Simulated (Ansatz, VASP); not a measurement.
# Si in two plane-wave programs

Wanted: the spread between two codes on one cell, functional and k mesh. The cell is taken from a series of runs on this material, whose earlier steps may have relaxed, scaled, displaced or heated it; both programs get it as it stands.

Method: plane waves, with VASP 6.6.1 beside it; relaxation of cell and atoms at r2SCAN, in Ansatz 0.2.0.

### Step 1. The starting structure

It takes space group Fd-3m (No. 227, cubic). Conventional cell: a = 5.433 Å, b = 5.433 Å, c = 5.433 Å, α = 90.00°, β = 90.00°, γ = 90.00°. Si has 4 Si at 2.35 Å nearest. That group holds within 0.01 Å; judged at 0.001 Å it is R-3m (No. 166).

As a file:

```cif
data_structure
_symmetry_space_group_name_H-M 'Fd-3m:1'
_symmetry_Int_Tables_number 227
_cell_length_a 5.4333
_cell_length_b 5.4333
_cell_length_c 5.4333
_cell_angle_alpha 90.000
_cell_angle_beta 90.000
_cell_angle_gamma 90.000
_cell_volume 160.39
loop_
_atom_site_label
_atom_site_type_symbol
_atom_site_symmetry_multiplicity
_atom_site_Wyckoff_symbol
_atom_site_fract_x
_atom_site_fract_y
_atom_site_fract_z
_atom_site_occupancy
Si1 Si 8 a 0.75000 0.25000 0.75000 1
```

### Step 2. Ansatz: relaxation of cell and atoms, r2SCAN, pair 1

Ansatz runs on its PAW soft_1 files.

The relaxed volume is the usual yardstick between codes: in a stiff, nearly cubic crystal its relative difference is about their pressure difference at one cell divided by the bulk modulus.

File input.yaml:

```yaml
crystal:
  lattice:
    - [1.92, 1.10851252, 3.14]
    - [-1.92, 1.10851252, 3.14]
    - [0.0, -2.21702503, 3.14]
  atoms:
    - { symbol: Si, position: [0.375, 0.375, 0.375] }
    - { symbol: Si, position: [0.625, 0.625, 0.625] }
kpoints:
  mp_grid: { grid: [10, 10, 10] }
scf:
  occupations: { method: fermi_dirac, width: 0.02 }
hamiltonian:
  xc: r2scan
  pseudopotentials: { kind: paw, azcp: { folder: soft_1 } }
basis:
  ecutwfc: 600
output:
  forces: true
  stress: true
relax:
  f_tol: 0.005
  max_steps: 70
  cell: { stress_tol: 0.02, p_target: 0 }
```

On the command line:

```console
$ ansatz run input.yaml --threads 4 --pin off --max-ram 10240MiB --backend cpu --events-out ev --progress --plain --runs-dir out
```

Numbers of over 12 decimals in the logs are rounded to 6 here.

Output:

```text
Engine: ansatz 0.2.0, aarch64-unknown-linux-gnu
Pseudopotentials: kind: paw
Pseudopotential: Si, paw, valence charge 4, recommended cutoff 500 eV (meta_gga), soft_1/Si.paw.azcp
Functional definition: r2SCAN
  parameter k0 = 0.174
  parameter k1 = 0.065
  parameter a1 = 4.9479
  exchange = r2scan_x(k0 = k0, k1 = k1, a1 = a1)
  correlation = r2scan_c
Crystal: 2 atoms, lattice volume = 40.098 Å³
Basis set: ecut = 600 eV, 1363 PW (Γ), exchange–correlation on 128×128×128 points (64 copies of the dense FFT grid, shifted against one another)
Bands: 8, of which v1, the nominal top of the filled ones, is band 4 counted from 1 (3 counted from 0)
Symmetry: 12 space group operations
Space group: R-3m (ITA 166), of the structure as read, at distance tolerance 3.4e-5 Å
k-points: 116 of 1000
Non-local potential: Si, projectors of the file, l = 0: 2, l = 1: 2, l = 2: 1
PAW form: soft (Blöchl's): semilocal exchange-correlation on the pseudo side does not see the compensation charge
PAW frozen core: Si, regenerated for the run's functional (the file was generated under x = pbe(κ = 0.804, μ = 0.219515), c = pbe(β = 0.066725))
PAW one-centre angular grid: Si, 302 points (default); XC on 160 Gauss nodes
Initial density: superposition of atomic densities (chi_scale 0.1, normalization cell)
Initial wavefunctions: pseudopotential atomic-orbital guess
Functional: x = r2scan, c = r2scan; τ floored in thin density (d = 2e-4 eV/Å³)
SCF iter   1: F=—  HF=-1278.113244 eV  |F-HF|=—  |Δ(HF+E_count)|=         —  Δρ=4.61e-2  dr2=7.37e-1  dr2_τ=1.34e-2  ethr=3.10e-3  ⟨swp⟩=6.7  Hψ=9081  notcnv=0
preconditioner: auto → none  [insulator: Δε(μ)=0.926 eV  Ē_g=10.193 eV  σ=0.020 eV  W_gap=1.00  n_scr=8 (ndim 8)  ℏωp=16.6 eV  f_vac=0.000  D(μ)=0.00/eV (n_scr^D=0)  ε∞_Penn≈3.6]
SCF iter   2: F=—  HF=-1278.113068 eV  |F-HF|=—  |Δ(HF+E_count)|=   1.76e-4  Δρ=2.23e-2  dr2=1.52e-1  dr2_τ=4.27e-4  ethr=3.10e-3  ⟨swp⟩=2.9  Hψ=2641  notcnv=0
SCF iter   3: F=—  HF=-1278.132768 eV  |F-HF|=—  |Δ(HF+E_count)|=   1.97e-2  Δρ=1.50e-3  dr2=5.59e-4  dr2_τ=4.14e-6  ethr=1.90e-3  ⟨swp⟩=2.1  Hψ=1412  notcnv=0
SCF iter   4: F=—  HF=-1278.133092 eV  |F-HF|=—  |Δ(HF+E_count)|=   3.24e-4  Δρ=1.54e-4  dr2=5.59e-6  dr2_τ=8.22e-8  ethr=6.98e-6  ⟨swp⟩=2.4  Hψ=1846  notcnv=0
SCF iter   5: F=—  HF=-1278.133096 eV  |F-HF|=—  |Δ(HF+E_count)|=   4.12e-6  Δρ=1.46e-5  dr2=1.25e-7  dr2_τ=1.75e-9  ethr=6.99e-8  ⟨swp⟩=2.0  Hψ=1391  notcnv=0
SCF iter   6: F=-1278.133096 eV  HF=-1278.133096 eV  |F-HF|=1.14e-10  |Δ(HF+E_count)|=   2.56e-8  Δρ=1.42e-6  dr2=8.61e-10  dr2_τ=1.20e-11  ethr=1.25e-9  ⟨swp⟩=4.3  Hψ=2833  notcnv=0
SCF 1 converged in 6 iterations: F = -1278.133096 eV  dr2 = 8.61e-10
  greatest PAW one-centre occupation: 0.629 electrons in one spin orbital (limit 2), on the Si atom at site 1 (counted from 0), in its partial waves of l = 0
relax step   1: F+E_penalty+E_count = -1278.13309631 eV  Δ(F+E_penalty+E_count) = +0.000e0 eV  max|allowed force component| = 1.668e-2 eV/Å  Δτ_max = 0.0000 Å  P = +0.580 GPa  Ω = 40.098 Å³  (6 SCF iters, dr2 threshold 1.00e-7 eV, accepted)
[...]
relax step   2: F+E_penalty+E_count = -1278.13352656 eV  Δ(F+E_penalty+E_count) = -4.302e-4 eV  max|allowed force component| = 1.265e-2 eV/Å  Δτ_max = 0.0005 Å  P = +0.116 GPa  Ω = 40.287 Å³  energy of the carried Pulay correction = -1.313e-5 eV  (3 SCF iters, dr2 threshold 2.00e-7 eV, accepted)
[...]
relax step   3: F+E_penalty+E_count = -1278.13354578 eV  Δ(F+E_penalty+E_count) = -1.922e-5 eV  max|allowed force component| = 2.060e-3 eV/Å  Δτ_max = 0.0007 Å  P = -0.007 GPa  Ω = 40.338 Å³  energy of the carried Pulay correction = -1.666e-5 eV  (3 SCF iters, dr2 threshold 3.99e-8 eV, accepted)
[...]
relax step   4: F+E_penalty+E_count = -1278.13354694 eV  Δ(F+E_penalty+E_count) = -1.163e-6 eV  max|allowed force component| = 6.314e-6 eV/Å  Δτ_max = 0.0002 Å  P = +0.000 GPa  Ω = 40.335 Å³  energy of the carried Pulay correction = -1.646e-5 eV  (3 SCF iters, dr2 threshold 1.67e-9 eV, accepted)
[...]
relax step   5: F+E_penalty+E_count = -1278.13356449 eV  Δ(F+E_penalty+E_count) = -1.755e-5 eV  max|allowed force component| = 5.928e-6 eV/Å  Δτ_max = 0.0000 Å  P = +0.000 GPa  Ω = 40.335 Å³  stress off target by 4.93e-4 GPa  SCF on the basis re-selected at this cell (its energy is not comparable with the rows above)  (4 SCF iters)
basis re-selected at this cell: Δ(F+E_penalty+E_count) = -1.755e-5 eV, ΔP = +0.000 GPa vs the last step (what re-selecting the basis moved, of the pressure what is left beyond the Pulay correction that the steps carried, after the strain that the cell walked since its last selection, with what the two solves' SCF thresholds leave and, on support functions, any second-order correction that the steps lacked; it is no m [...]
SCF converged after 4 iterations
Free energy (F): -1278.133564 eV
Harris-Foulkes:  -1278.133564 eV  (|F-HF|=1.14e-12)
Internal energy: -1278.133564 eV  (E = F + TS)
E sigma→0 (E₀):  -1278.133564 eV
Fermi energy:    6.451400 eV
--- Per-component energies (eV) ---
  E_band       = 6.327672
  E_kinetic    = 81.289473
  E_local      = -48.450265  (includes V_loc(G=0)·N_el)
  E_nonlocal   = 44.219989
  E_hartree    = 14.984628
  E_xc         = -105.289432
  E_vxc        = -101.419642  (∫ρ·V_xc dr)
  E_paw        = -1036.759650  (= ΣΔE_a)
  E_vpaw       = -3.211123  (= ΣTr[D̂ρ^β])
  E_aug_tail   = 0.000017  (compensation charges beyond the density's cutoff)
  E_vtau       = 3.929966  (kinetic-family band-sum trace: ∫τ·v_τ [+ j·A + Jᵃ·Aᵃ] dr)
  E_ewald      = -227.975457
  E_core_change = -0.152866  (= ΣΔE_core)
  E_smearing   = -0.000000  (= −TS)
  E_closure    = 0.000000  (closes the sum)
  Σ components = -1278.133564   (vs F -1278.133564, Δ=0.00e0)
--- Forces (eV/Å), atoms counted from 1 ---
  atom   1  Si    -0.00000000    -0.00000000    -0.00000593
  atom   2  Si     0.00000000     0.00000000     0.00000593
  max |Σ_I F_I| component: 1.39e-17 eV/Å
--- Stress (GPa, compression-positive) ---
        0.000493       0.000000       0.000000
        0.000000       0.000493      -0.000000
        0.000000      -0.000000      -0.000222
  P = ⅓ Tr σ = 0.0003 GPa (0.003 kbar)
--- Relaxed structure (4 steps of the walk, 4 accepted, 1 SCFs on fresh bases) ---
  F+E_penalty+E_count = -1278.13356449 eV   max|allowed force component| = 5.928e-6 eV/Å   (the final SCF, on the basis selected at the relaxed cell)
  cell:  # Å, volume = 40.3351 Å³
    - [1.924725, 1.111241, 3.143077]
    - [-1.924725, 1.111241, 3.143077]
    - [0, -2.222481, 3.143077]
  atoms:
    - { symbol: Si, position: [0.375000, 0.375000, 0.375000] }
    - { symbol: Si, position: [0.625000, 0.625000, 0.625000] }
```

### Step 3. VASP: relaxation of cell and atoms, r2SCAN, pair 1

The same cell, functional, mesh and smearing now go to VASP, with its own data sets.

Lines of VASP's logs that name or quote its potential files are left out, and so is its time.

File INCAR:

```
SYSTEM = Si
PREC = Accurate
ENCUT = 550
EDIFF = 1E-07
NELM = 120
ISMEAR = -1
SIGMA = 0.02
LREAL = .FALSE.
ALGO = Normal
METAGGA = R2SCAN
LASPH = .TRUE.
NBANDS = 10
LORBIT = 11
LWAVE = .FALSE.
LCHARG = .FALSE.
ISIF = 3
IBRION = 2
NSW = 80
EDIFFG = -0.005
GGA_COMPAT = .FALSE.
NELMIN = 4
EFERMI = MIDGAP
LMIXTAU = .TRUE.
KPAR = 2
```

File POSCAR:

```
Si
1.0
    1.9200000000      1.1085125200      3.1400000000
   -1.9200000000      1.1085125200      3.1400000000
    0.0000000000     -2.2170250300      3.1400000000
Si
2
Direct
    0.3750000000      0.3750000000      0.3750000000
    0.6250000000      0.6250000000      0.6250000000
```

File KPOINTS:

```
Automatic mesh
0
Gamma
10 10 10
0 0 0
```

PAW data sets: Si (PBE family, release 64).

On the command line:

```console
$ mpirun -np 2 vasp_std
```

Output:

```text
[banner, memory and clock lines left out]
running    2 mpi-ranks, on    1 nodes
 distrk:  each k-point on    1 cores,    2 groups
 distr:  one band on    1 cores,    1 groups

 POSCAR found type information on POSCAR Si
 POSCAR found :  1 types and       2 ions
|                                                                             |
|               ----> ADVICE to this user running VASP <----                  |
|                                                                             |
|     You enforced a specific xc type in the INCAR file but a different       |
|     [... a line on the potential file left out ...]
|     I HOPE YOU KNOW WHAT YOU ARE DOING!                                     |
|                                                                             |

 LDA part: xc-table for (None), standard interpolation
 POSCAR, INCAR and KPOINTS ok, starting setup
 FFT: planning ... GRIDC
 FFT: planning ... GRID_SOFT
 FFT: planning ... GRID
 WAVECAR not read
 entering main loop
       N       E                     dE             d eps       ncg     rms          rms(c)
DAV:   1     0.147293583018E+01    0.14729E+01   -0.35195E+03  2320   0.700E+02
DAV:   2    -0.181806141142E+02   -0.19654E+02   -0.18742E+02  3250   0.923E+01
DAV:   3    -0.187127181366E+02   -0.53210E+00   -0.53054E+00  2898   0.138E+01
DAV:   4    -0.187165237505E+02   -0.38056E-02   -0.38052E-02  2926   0.142E+00
DAV:   5    -0.187165502706E+02   -0.26520E-04   -0.26519E-04  2838   0.109E-01    0.603E+00
DAV:   6    -0.175444824473E+02    0.11721E+01   -0.14010E-01  2528   0.247E+00    0.422E+00
DAV:   7    -0.184905497748E+02   -0.94607E+00   -0.56919E-01  2494   0.328E+00    0.852E-01
DAV:   8    -0.175436752470E+02    0.94687E+00   -0.13686E-01  2472   0.218E+00    0.436E-01
DAV:   9    -0.175301709713E+02    0.13504E-01   -0.49631E-02  2366   0.166E+00    0.248E-01
DAV:  10    -0.175492202576E+02   -0.19049E-01   -0.15873E-02  2350   0.102E+00    0.806E-02
DAV:  11    -0.175494997470E+02   -0.27949E-03   -0.20136E-04  2858   0.124E-01    0.559E-02
DAV:  12    -0.175495129148E+02   -0.13168E-04   -0.21181E-04  2420   0.150E-01    0.373E-02
DAV:  13    -0.175495187939E+02   -0.58791E-05   -0.63326E-05  2376   0.898E-02    0.157E-02
DAV:  14    -0.175495255500E+02   -0.67561E-05   -0.20368E-05  2448   0.402E-02    0.679E-03
DAV:  15    -0.175495292990E+02   -0.37490E-05   -0.22004E-06  2422   0.175E-02    0.663E-03
DAV:  16    -0.175495284162E+02    0.88286E-06   -0.27596E-07  2696   0.391E-03    0.351E-03
DAV:  17    -0.175495285890E+02   -0.17284E-06   -0.12173E-07  2338   0.374E-03    0.192E-03
DAV:  18    -0.175495285004E+02    0.88580E-07   -0.57082E-08  1902   0.304E-03
   1 F= -.17549529E+02 E0= -.17549529E+02  d E =-.175495E+02
[...]
2 F= -.17549593E+02 E0= -.17549593E+02  d E =-.648785E-04
[...]
3 F= -.17549719E+02 E0= -.17549719E+02  d E =-.190873E-03
[...]
4 F= -.17549721E+02 E0= -.17549721E+02  d E =-.192196E-03
 curvature:  -0.28 expect dE=-0.196E-05 dE for cont linesearch -0.242E-07
 ZBRENT: accuracy reached
 trial: gam= 0.02101 g(F)=  0.641E-05 g(S)=  0.653E-06 ort =-0.786E-05 (trialstep = 0.912E+00)
 search vector abs. value=  0.705E-05
 bond charge predicted
       N       E                     dE             d eps       ncg     rms          rms(c)
DAV:   1    -0.175497246179E+02   -0.39455E-05   -0.46423E-05  2366   0.396E-02    0.316E-03
DAV:   2    -0.175497244262E+02    0.19169E-06   -0.19526E-06  2936   0.908E-03    0.200E-03
DAV:   3    -0.175497243353E+02    0.90942E-07   -0.32612E-07  2568   0.357E-03    0.567E-04
DAV:   4    -0.175497243063E+02    0.28918E-07   -0.62348E-08  1234   0.178E-03
   5 F= -.17549724E+02 E0= -.17549724E+02  d E =-.361042E-05
 trial-energy change:   -0.000004  1 .order   -0.000004   -0.000006   -0.000001
 step:   1.0940(harm=  1.0940)  dis= 0.00041  next Energy=   -17.549724 (dE=-0.377E-05)
 reached required accuracy - stopping structural energy minimisation
```

OUTCAR, selected parts (step 3):

```text
ion  position               nearest neighbor table
   1  0.375  0.375  0.375-   2 2.35   2 2.35   2 2.35   2 2.35
   2  0.625  0.625  0.625-   1 2.35   1 2.35   1 2.35   1 2.35

  LATTYP: Found a trigonal (rhomboedric) cell.
 ALAT       =     3.8438002038
 COS(alpha) =     0.5009881690

 Subroutine GETGRP returns: Found 12 space group operations
 (whereof 12 operations were pure point group operations)

The static configuration has the point symmetry D_3d.

 Found    116 irreducible k-points:

   k-points           NKPTS =    116   k-points in BZ     NKDIM =    116   number of bands    NBANDS=     10

   dimension x,y,z NGX =    30 NGY =   30 NGZ =   30
   dimension x,y,z NGXF=    60 NGYF=   60 NGZF=   60

   ENCUT  =  550.0 eV  40.42 Ry    6.36 a.u.   7.35  7.35  7.35*2*pi/ulx,y,z

   NELECT =       8.0000    total number of electrons

 k-points in reciprocal lattice and weights: Automatic mesh
   0.00000000  0.00000000  0.00000000       0.001
   0.10000000  0.00000000 -0.00000000       0.006
   0.20000000  0.00000000 -0.00000000       0.006
   0.30000000 -0.00000000 -0.00000000       0.006
   0.40000000 -0.00000000 -0.00000000       0.006
   0.50000000 -0.00000000 -0.00000000       0.003
   0.10000000  0.10000000 -0.00000000       0.006
   0.20000000  0.10000000 -0.00000000       0.012
   0.30000000  0.10000000 -0.00000000       0.012
[...]
-0.40000000  0.50000000  0.40000000       0.006
   0.50000000  0.50000000  0.50000000       0.001

 average (electrostatic) potential at core
       1 -86.2327       2 -86.2327

 E-fermi :   6.0806

 k-point     1 :       0.0000    0.0000    0.0000
  band No.  band energies     occupation
      1      -6.8041      2.00000
      2       5.6841      2.00000
      3       5.6864      2.00000
      4       5.6864      2.00000
      5       8.4402      0.00000
      6       8.4425      0.00000
      7       8.4425      0.00000
      8       9.6114      0.00000
      9      13.8099      0.00000
    ...

 k-point     2 :       0.1000    0.0000   -0.0000
  band No.  band energies     occupation
      1      -6.6669      2.00000
      2       4.5209      2.00000
      3       5.4761      2.00000
      4       5.4780      2.00000
      5       8.5274      0.00000
      6       8.7484      0.00000
      7       8.7504      0.00000
      8      10.4948      0.00000
      9      13.4579      0.00000
    ...

 k-point     3 :       0.2000    0.0000   -0.0000
  band No.  band energies     occupation
      1      -6.2618      2.00000
      2       2.5850      2.00000
      3       5.0741      2.00000
      4       5.0758      2.00000
      5       8.2206      0.00000
      6       9.2869      0.00000
      7       9.2886      0.00000
      8      12.3022      0.00000
      9      13.1504      0.00000
    ...

  Total       -0.0000711     -0.0000711     -0.0078398     -0.0000000     -0.0000000      0.0000000
  in kB       -0.0028308     -0.0028308     -0.3120900     -0.0000000     -0.0000000      0.0000000
  external PRESSURE =      -0.1059172 kB  Pullay stress =       0.0000000 kB

  energy-cutoff  :      550.00
  volume of cell :       40.25
      direct lattice vectors                 reciprocal lattice vectors
     1.923196987  1.110358301  3.141227533     0.259983768  0.150101699  0.106115628
    -1.923196987  1.110358301  3.141227533    -0.259983768  0.150101699  0.106115628
     0.000000000 -2.220716592  3.141227533     0.000000000 -0.300203397  0.106115629

 POSITION                                       TOTAL-FORCE (eV/Angst)
 -----------------------------------------------------------------------------------
      0.00000      0.00000      3.53398        -0.000000     -0.000000     -0.000554
      0.00000      0.00000      5.88970         0.000000      0.000000      0.000554
 -----------------------------------------------------------------------------------
    total drift:                               -0.000000      0.000000      0.000000

  FREE ENERGIE OF THE ION-ELECTRON SYSTEM (eV)
  ---------------------------------------------------
  free  energy   TOTEN  =       -17.5497243063 eV

  energy  without entropy=      -17.5497243063  energy(sigma->0) =      -17.54972431

 reached required accuracy - stopping structural energy minimisation

 total charge
# of ion       s       p       d       tot
------------------------------------------
    1        0.745   0.962   0.000   1.707
    2        0.745   0.962   0.000   1.707
--------------------------------------------------
tot          1.490   1.923   0.000   3.413

[... 3 further parts left out ...]
```

CONTCAR:

```
Si
   1.00000000000000
     1.9231969866932310    1.1103583011338991    3.1412275325539354
    -1.9231969866932310    1.1103583011338991    3.1412275325539354
     0.0000000000000000   -2.2207165922472396    3.1412275325525560
  Si
     2
Direct
     0.3750108671857971    0.3750108671857971    0.3750108671857966
     0.6249891328142029    0.6249891328142029    0.6249891328142034
```

The run keeps the 12 symmetry operations of its start, so it cannot find a distortion of lower symmetry.

### Step 4. Side by side

Known differences besides the potentials themselves: VASP keeps PBE cores, Ansatz makes them for the functional; the cutoff is 600 eV in Ansatz and 550 eV in VASP; Ansatz adds a Pulay correction to the stress that steers its cell, VASP none. Total energies have different zeros and are not compared.

The two programs side by side:

```
                                         quantity  Ansatz   VASP  difference
                                      volume (Å³)   40.34  40.25     +0.22 %
edge a after relaxation, in the typed setting (Å)   3.849  3.847     +0.07 %
```

(Continued in part 2 of 2.)

[Lines on the potential files, build, host, timing and source positions are cut from VASP's logs without a mark.]

[Logs are printed without paths, hosts, clocks, repeated set-up lines and the standing remarks that a program may print on its own settings, such as how far it seeks lower states.]

[Hosts, paths, dates, database ids (printed as entryN), source tags and the programs' standing remarks are cut or masked in the printed files.]
